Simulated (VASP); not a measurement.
```
C
1.0
    1.24290    -2.15276     0.00000
    1.24290     2.15276     0.00000
    0.00000     0.00000     8.40411
C
4
Direct
  0.00000   0.00000   0.25000
  0.00000   0.00000   0.75000
  0.33333   0.66667   0.25000
  0.66667   0.33333   0.75000
```

Level of theory: AM05 GGA, VASP's PBE PAW potentials (set 64) (plane waves; VASP 6.6.1). Settings: 520 eV cut-off, 10×10×3 Γ-centred mesh, Gaussian smearing of 0.050 eV, potentials C.

Without a dispersion term in the relaxation, distances and binding between the weakly bound layers, chains or molecules are unreliable, and so is what depends on them.

**Question.** The ions and cell shape at fixed volume are relaxed. Predict the relaxed structure.

**Answer.** 
```
C
1.0
    1.23020    -2.13077     0.00000
    1.23020     2.13077     0.00000
    0.00000     0.00000     8.57851
C
4
Cartesian
  0.00000   0.00000   2.14463
  0.00000   0.00000   6.43389
  1.23020   0.71026   2.14463
  1.23020  -0.71026   6.43389
```
Space group P6_3/mmc (194), at a tolerance of 0.03 Å.

**Question.** How much energy does the relaxation gain?

**Answer.** The energy (σ→0) changes by -7.2 meV/atom, in 3 ionic steps.

The compound is C in the graphite structure. This cell is one point of a volume scan, at 1.03 of the reference volume. Symmetry was kept, so distortions that lower it aren't found.
